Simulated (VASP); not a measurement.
Method: r2SCAN meta-GGA, VASP's PBE PAW potentials (set 64) (plane waves; VASP).

Input for VASP

**POSCAR**
```
InAs
1
    0.0000000000     3.0300000000     3.0300000000
    3.0300000000     0.0000000000     3.0300000000
    3.0300000000     3.0300000000     0.0000000000
In As
1 1
Direct
  0.0000000000   0.0000000000   0.0000000000
  0.2500000000   0.2500000000   0.2500000000
```

INCAR:
```
SYSTEM = InAs
PREC = Accurate
ENCUT = 520
EDIFF = 1E-6
NELM = 100
ALGO = Normal
LREAL = .FALSE.
LASPH = .TRUE.
ISMEAR = 0
SIGMA = 0.05
METAGGA = R2SCAN
LMIXTAU = .TRUE.
LMAXMIX = 4
LWAVE = .FALSE.
LCHARG = .FALSE.
IBRION = 2
ISIF = 3
NSW = 60
EDIFFG = -0.01
```

### KPOINTS
```
Automatic mesh
0
Gamma
7 7 7
0 0 0
```

POTCAR, in this order: In_d As (PBE.64 set). Program: vasp_std.

Problem. What will the output report for the number of irreducible k-points (NKPTS), largest plane-wave count, number of space-group operations, FFT grid (NGX, NGY, NGZ)?

Solution. 
```
Property                                      Result
--------------------------------------  ------------
number of irreducible k-points (NKPTS)            20
largest plane-wave count                        1511
number of space-group operations                  24
FFT grid (NGX, NGY, NGZ)                32 × 32 × 32
```

The compound is InAs in the zinc blende structure. This run relaxes it. Symmetry was kept, so distortions that lower it aren't found.
